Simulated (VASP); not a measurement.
Consider the following.

```xyz
6
Lattice="5.6354 -1.5926 0.0028 5.6354 1.5926 0.0028 -1.9058 0.0000 6.9259" Properties=species:S:1:pos:R:3 pbc="T T T"
Mg     0.0361     0.0000     0.0722
Mg    -0.5460     0.0000     4.1770
Mg     2.4579     0.0000     4.6207
Cd     3.8455     0.0000     1.9288
Cd     6.8822     0.0000     2.3203
Cd     6.3447     0.0000     6.5168
```

Calculation: PBEsol GGA with spin-orbit coupling, VASP's PBE PAW potentials (set 64) (plane waves; VASP 6.6.1). Numerical set-up: 400 eV cut-off, 9×9×4 Γ-centred mesh, Gaussian smearing of 0.050 eV, potentials Mg Cd.

Give the energies of bands 35 to 48 at the high-symmetry points, in eV from the Fermi level.

| band | Γ | C | Y2 | M2 | D | A | V2 |
|---|---|---|---|---|---|---|---|
| 35 | -4.73 | -3.31 | -4.77 | -5.57 | -2.92 | -3.10 | -1.80 |
| 36 | -4.73 | -3.30 | -4.77 | -5.57 | -2.87 | -3.10 | -1.80 |
| 37 | -2.83 | -1.57 | -4.48 | -5.13 | -2.79 | -3.00 | -1.67 |
| 38 | -2.83 | -1.53 | -4.48 | -5.13 | -2.75 | -3.00 | -1.67 |
| 39 | -2.73 | -1.45 | -2.50 | -1.10 | -1.93 | -1.42 | -1.03 |
| 40 | -2.73 | -1.41 | -2.50 | -1.10 | -1.92 | -1.42 | -1.03 |
| 41 | -2.13 | -0.62 | -2.08 | -0.93 | -1.59 | -1.28 | -0.51 |
| 42 | -2.13 | -0.62 | -2.08 | -0.93 | -1.58 | -1.28 | -0.51 |
| 43 | -1.06 | 0.27 | 3.15 | 1.90 | 0.94 | -0.37 | -0.40 |
| 44 | -1.06 | 0.29 | 3.15 | 1.90 | 0.94 | -0.37 | -0.40 |
| 45 | 2.66 | 1.03 | 3.45 | 2.68 | 1.38 | 0.20 | 0.05 |
| 46 | 2.66 | 1.09 | 3.45 | 2.68 | 1.41 | 0.20 | 0.05 |
| 47 | 3.03 | 1.12 | 3.67 | 3.10 | 2.15 | 1.29 | 0.65 |
| 48 | 3.03 | 1.13 | 3.67 | 3.10 | 2.16 | 1.29 | 0.65 |

It has no gap at this level: it comes out as a metal or semimetal.

The structure comes from a computed database's MgCd entry (Cm); how it stands against other phases isn't given here. It was relaxed first.
